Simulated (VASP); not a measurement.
Input:

```yaml
crystal:
  lattice:
    - [5.67308, 0.00000, 0.00000]
    - [0.00000, 5.67308, 0.00000]
    - [0.00000, 0.00000, 5.67308]
  atoms:
    - { symbol: Cs, position: [0.00000, 0.00000, 0.00000] }
    - { symbol: Pb, position: [0.50000, 0.50000, 0.50000] }
    - { symbol: Cl, position: [0.50000, 0.00000, 0.50000] }
    - { symbol: Cl, position: [0.00000, 0.50000, 0.50000] }
    - { symbol: Cl, position: [0.50000, 0.50000, 0.00000] }
```

Method: r2SCAN meta-GGA, VASP's PBE PAW potentials (set 64) (plane waves; VASP). Settings: 400 eV cut-off, 5×5×5 Γ-centred mesh, Gaussian smearing of 0.010 eV, potentials Cs_sv Pb_d Cl.

Problem. Estimate the energy per atom (σ→0).

Solution. 
```json
{
 "energy per atom (σ→0)": "-21.637 eV/atom"
}
```

Only differences to runs with the same potentials and settings are physical.

The compound is CsPbCl3 in the cubic perovskite structure, the ideal cubic form; the compound distorts at low or room temperature. It was relaxed first.
